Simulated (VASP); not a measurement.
A convergence study with VASP on LiH (rock salt): a few settings are varied, all else stays as given below, so the limit is that of these other settings.

```xyz
2
Lattice="0.0000 2.0400 2.0400 2.0400 0.0000 2.0400 2.0400 2.0400 0.0000" Properties=species:S:1:pos:R:3 pbc="T T T"
Li     0.0000     0.0000     0.0000
H      2.0400     2.0400     2.0400
```

Method: HSE06 screened hybrid, VASP's PBE PAW potentials (set 64) (plane waves; VASP 6.6.1). The last row used: 520 eV cut-off, 4×4×4 Γ-centred mesh, Gaussian smearing of 0.050 eV, potentials Li_sv H.

Gaps are read on the run's mesh, which can miss a band edge.

```csv
setting,E (eV/atom),pressure (GPa),gap on the mesh (eV),electronic steps
"ENCUT = 300, PRECFOCK = Fast",?,?,3.845,17
"ENCUT = 400, PRECFOCK = Fast",?,?,4.025,17
"ENCUT = 300, PRECFOCK = Normal",-3.6520,-10.85,3.845,17
"ENCUT = 400, PRECFOCK = Normal",-3.4110,-5.03,4.025,17
"ENCUT = 520, PRECFOCK = Normal",-3.3909,-2.23,4.047,17
"ENCUT = 300, PRECFOCK = Accurate",-3.6520,-10.85,3.845,17
"ENCUT = 400, PRECFOCK = Accurate",-3.4110,-5.03,4.025,17
"ENCUT = 520, PRECFOCK = Accurate",-3.3909,-2.23,4.047,17
```

Question: Some entries are withheld; supply them.

Answer: 
- ENCUT = 300, PRECFOCK = Fast, E (eV/atom): -3.6488
- ENCUT = 300, PRECFOCK = Fast, pressure (GPa): -11.01
- ENCUT = 400, PRECFOCK = Fast, E (eV/atom): -3.4107
- ENCUT = 400, PRECFOCK = Fast, pressure (GPa): -5.06

Left out are rungs that failed or repeat a setting and relaxations that didn't move; long series are thinned to 24 rows.

The compound is LiH in the rock salt structure. The cell was not relaxed at this level.
